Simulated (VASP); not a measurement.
A convergence study with VASP on PbS (rock salt): one setting is varied, all else stays as given below, so the limit is that of these other settings.

```
PbS
1.0
    0.00000     2.97000     2.97000
    2.97000     0.00000     2.97000
    2.97000     2.97000     0.00000
Pb S
1 1
Direct
  0.00000   0.00000   0.00000
  0.50000   0.50000   0.50000
```

These are PBE GGA, VASP's PBE PAW potentials (set 64) (plane waves; VASP) values and carry that method's errors. The tightest run used: 550 eV cut-off, 17×17×17 Γ-centred mesh, tetrahedra with Blöchl corrections, potentials Pb_d S.

The reference is 17×17×17 mesh, which took about 60 core-seconds. Costs are core time on shared hosts, one run each; read them as rough ratios.

### Question
Of the settings 3×3×3 mesh; 4×4×4 mesh; 5×5×5 mesh; 6×6×6 mesh; 7×7×7 mesh; 8×8×8 mesh; 9×9×9 mesh; 10×10×10 mesh; 11×11×11 mesh; 12×12×12 mesh; 13×13×13 mesh; 14×14×14 mesh; 15×15×15 mesh; 16×16×16 mesh; 17×17×17 mesh, which is the lowest that keeps the difference from the reference in E (eV/atom) within 0.01 from there on, and what does it cost?

### Answer
4×4×4 mesh; its cost over the reference is about 1/10.
```
setting        difference in E (eV/atom)  cost over the reference
-------------  -------------------------  -----------------------
3×3×3 mesh                        0.0569               about 1/20
4×4×4 mesh                        0.0067               about 1/10
5×5×5 mesh                        0.0064               about 1/10
6×6×6 mesh                        0.0010                about 1/7
7×7×7 mesh                        0.0011                about 1/6
8×8×8 mesh                        0.0003                about 1/5
9×9×9 mesh                        0.0003                about 1/4
10×10×10 mesh                     0.0001                about 1/3
11×11×11 mesh                     0.0001                about 1/3
12×12×12 mesh                     0.0000                about 1/2
13×13×13 mesh                     0.0000     within a factor of 2
14×14×14 mesh                     0.0000     within a factor of 2
15×15×15 mesh                     0.0000     within a factor of 2
16×16×16 mesh                     0.0000     within a factor of 2
17×17×17 mesh                     0.0000                reference
```

Left out are rungs that failed or repeat a setting and relaxations that didn't move; long series are thinned to 24 rows.

The compound is PbS in the rock salt structure. The cell was not relaxed at this level.
